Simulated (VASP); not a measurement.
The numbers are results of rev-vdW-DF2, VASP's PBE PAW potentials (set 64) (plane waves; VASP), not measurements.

A VASP calculation is set up with these files.

**KPOINTS**
```
Automatic
0
gamma
  7 7 7
```

POSCAR:
```
CdF2
1
    0.0000000000     2.7455198432     2.7455198432
    2.7455198432     0.0000000000     2.7455198432
    2.7455198432     2.7455198432     0.0000000000
Cd F
1 2
Direct
  0.0000000000   0.0000000000   0.0000000000
  0.2500000000   0.2500000000   0.2500000000
  0.7500000000   0.7500000000   0.7500000000
```

INCAR:
```
SYSTEM = CdF2
PREC = Accurate
ENCUT = 520
EDIFF = 1E-7
NELM = 100
ALGO = Normal
LREAL = .FALSE.
LASPH = .TRUE.
ISMEAR = 0
SIGMA = 0.05
GGA = MK
PARAM1 = 0.1234568
PARAM2 = 0.7114
ZAB_VDW = -1.8867
LUSE_VDW = .TRUE.
AGGAC = 0.0
LMAXMIX = 4
LWAVE = .FALSE.
LCHARG = .FALSE.
ISIF = 2
```

POTCAR, in this order: Cd F (PBE.64 set). Program: vasp_std.

The resulting files:

**OSZICAR**
```
       N       E                     dE             d eps       ncg     rms          rms(c)
DAV:   1     0.205278425813E+03    0.20528E+03   -0.15837E+04   688   0.154E+03
DAV:   2     0.155562087468E+01   -0.20372E+03   -0.19851E+03   801   0.381E+02
DAV:   3    -0.658106336606E+01   -0.81367E+01   -0.81231E+01   730   0.864E+01
DAV:   4    -0.661991520825E+01   -0.38852E-01   -0.38845E-01   788   0.601E+00
DAV:   5    -0.662005815939E+01   -0.14295E-03   -0.14295E-03   741   0.310E-01    0.957E+00
DAV:   6    -0.483719631408E+01    0.17829E+01   -0.54583E+00   900   0.457E+01    0.688E+00
DAV:   7    -0.486762938638E+01   -0.30433E-01   -0.85638E-01   681   0.974E+00    0.401E+00
DAV:   8    -0.485112658723E+01    0.16503E-01   -0.18693E-01   711   0.424E+00    0.778E-01
DAV:   9    -0.484046420373E+01    0.10662E-01   -0.43161E-02   815   0.239E+00    0.113E-01
DAV:  10    -0.484080949579E+01   -0.34529E-03   -0.34445E-03   683   0.758E-01    0.112E-01
DAV:  11    -0.484085930220E+01   -0.49806E-04   -0.23155E-04   742   0.212E-01    0.513E-02
DAV:  12    -0.484086005881E+01   -0.75660E-06   -0.10510E-04   681   0.996E-02    0.113E-02
DAV:  13    -0.484086040187E+01   -0.34306E-06   -0.38957E-06   697   0.219E-02    0.779E-03
DAV:  14    -0.484086018042E+01    0.22145E-06   -0.11480E-06   688   0.183E-02    0.610E-04
DAV:  15    -0.484086018842E+01   -0.79954E-08   -0.51083E-08   351   0.327E-03
   1 F= -.48408602E+01 E0= -.48408602E+01  d E =-.131088E-16
```

**OUTCAR**
```
------------------------ aborting loop because EDIFF is reached ----------------------------------------
  FORCE on cell =-STRESS in cart. coord.  units (eV):
  Direction    XX          YY          ZZ          XY          YZ          ZX
  --------------------------------------------------------------------------------------
  Total       -0.7124437     -0.7124437     -0.7124437      0.0000000     -0.0000000      0.0000000
  in kB      -27.5776574    -27.5776574    -27.5776574      0.0000000     -0.0000000      0.0000000
  external PRESSURE =     -27.5776574 kB  Pullay stress =       0.0000000 kB
  volume of cell :       41.39
      direct lattice vectors                 reciprocal lattice vectors
     0.000000000  2.745519843  2.745519843    -0.182114874  0.182114874  0.182114874
     2.745519843  0.000000000  2.745519843     0.182114874 -0.182114874  0.182114874
     2.745519843  2.745519843  0.000000000     0.182114874  0.182114874 -0.182114874
 POSITION                                       TOTAL-FORCE (eV/Angst)
 -----------------------------------------------------------------------------------
      0.00000      0.00000      0.00000        -0.000000      0.000000      0.000000
      1.37276      1.37276      1.37276         0.000000      0.000000     -0.000000
      4.11828      4.11828      4.11828        -0.000000     -0.000000      0.000000
 -----------------------------------------------------------------------------------
    total drift:                                0.000000     -0.000000      0.000000
  FREE ENERGIE OF THE ION-ELECTRON SYSTEM (eV)
  ---------------------------------------------------
  free  energy   TOTEN  =        -4.8408601884 eV

  energy  without entropy=       -4.8408601884  energy(sigma->0) =       -4.84086019
```
(Selected blocks of OUTCAR.)

File OUTCAR:
```
 val. band max:       -1.9746417351   @ k =  -0.2857   0.4286   0.1429

 cond. band min:       0.8621281406   @ k =   0.0000   0.0000   0.0000


 Fermi energy:        -1.6871842986

 k-point     1 :       0.0000    0.0000    0.0000
  band No.  band energies     occupation
      1     -22.2902      2.00000
      2     -21.3163      2.00000
      3      -7.3653      2.00000
      4      -7.3653      2.00000
      5      -7.3653      2.00000
      6      -6.3833      2.00000
      7      -6.3833      2.00000
      8      -2.7608      2.00000
      9      -2.7608      2.00000
     10      -2.7608      2.00000
     11      -2.4736      2.00000
     12      -2.4736      2.00000
     13      -2.4736      2.00000
     14       0.8621      0.00000
     15      10.3866      0.00000
     16      10.3866      0.00000
     17      10.3866      0.00000

 k-point     2 :       0.1429    0.0000    0.0000
  band No.  band energies     occupation
      1     -22.2327      2.00000
      2     -21.3666      2.00000
      3      -7.3005      2.00000
      4      -7.3005      2.00000
      5      -7.1805      2.00000
      6      -6.3997      2.00000
      7      -6.3997      2.00000
      8      -3.3363      2.00000
      9      -2.9097      2.00000
     10      -2.9097      2.00000
     11      -2.5921      2.00000
     12      -2.4352      2.00000
     13      -2.4352      2.00000
     14       1.5801      0.00000
     15       9.4830      0.00000
     16      10.6576      0.00000
     17      10.6576      0.00000

 k-point     3 :       0.2857    0.0000    0.0000
  band No.  band energies     occupation
      1     -22.0823      2.00000
      2     -21.4979      2.00000
      3      -7.1680      2.00000
      4      -7.1680      2.00000
      5      -6.7108      2.00000
      6      -6.3994      2.00000
      7      -6.3994      2.00000
      8      -4.0875      2.00000
      9      -3.2338      2.00000
     10      -3.2338      2.00000
     11      -3.1848      2.00000
...
```

The compound is CdF2 in the fluorite structure. This cell is one point of a volume scan, at 1.03 of the reference volume.
